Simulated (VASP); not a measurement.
Given:

```
AlNi
1.0
    2.93650     0.00000     0.00000
    0.00000     2.93650     0.00000
    0.00000     0.00000     2.93650
Al Ni
1 1
Direct
  0.50000   0.50000   0.50000
  0.00000   0.00000   0.00000
```

Computed with vdW-DF2, VASP's PBE PAW potentials (set 64) (plane waves; VASP 6.6.1). Numerical set-up: 520 eV cut-off, Gaussian smearing of 0.050 eV, potentials Al Ni.

Question: What does the run give for the band gap (along the path) with the smallest direct gap where there is one?

Answer: 
```json
{
 "band gap (along the path)": "none (metal, semimetal or under 0.01 eV)"
}
```

The compound is NiAl in the CsCl type structure. It was relaxed first. The run is not spin-polarised, so no magnetic state was tried. The electron count is odd and the run is not spin-polarised, which forces a metal.
